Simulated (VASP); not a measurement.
Here is the system:

```yaml
crystal:
  lattice:
    - [1.87119, -3.24100, 0.00000]
    - [1.87119, 3.24100, 0.00000]
    - [0.00000, 0.00000, 4.76405]
  atoms:
    - { symbol: Pt, position: [0.00000, 0.00000, 0.00000] }
    - { symbol: Se, position: [0.33333, 0.66667, 0.26540] }
    - { symbol: Se, position: [0.66667, 0.33333, 0.73460] }
```

These are LDA (Ceperley-Alder, Perdew-Zunger) with spin-orbit coupling, VASP's LDA PAW potentials (set 64) (plane waves; VASP) values and carry that method's errors. Numerical set-up: 400 eV cut-off, 9×9×6 Γ-centred mesh, Gaussian smearing of 0.050 eV, potentials Pt Se.

Question: Predict the energy per atom (σ→0), band gap (over mesh and band path) with the smallest direct gap where there is one.

Answer: 
```yaml
band gap (over mesh and band path): none (metal, semimetal or under 0.01 eV)
energy per atom (σ→0): -5.830 eV/atom
```

The absolute energy has meaning only against runs of the same code, potentials and settings.

The compound is PtSe2 in the 1T layered structure. It was relaxed first, which changed the volume by -6 %.
